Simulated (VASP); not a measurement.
Consider the following.

```yaml
crystal:
  lattice:
    - [-2.15891, 2.15891, 2.15891]
    - [2.15891, -2.15891, 2.15891]
    - [2.15891, 2.15891, -2.15891]
  atoms:
    - { symbol: Eu, position: [0.00000, 0.00000, 0.00000] }
```

Calculation: MS2 meta-GGA, VASP's PBE PAW potentials (set 64) (plane waves; VASP). Settings: 520 eV cut-off, 12×12×12 Γ-centred mesh, first-order Methfessel-Paxton smearing of 0.10 eV, potentials Eu_2.

The 4f electrons are frozen in the core of the lanthanide potential, so 4f levels, which can set the real gap, and their magnetism are missing.

Q: The job: Eu (bcc), 1 atom, MS2, static run, 520 eV, 12×12×12 Γ-centred mesh. Roughly how much core time does it take on a busy server core?

A: About 80 core-seconds (one run on a shared machine, a rough figure). It had 72 irreducible k-points, 8 bands, up to 1107 plane waves and 20 electronic steps.

The compound is Eu in the bcc structure. It was relaxed first, which changed the volume by -16 %.
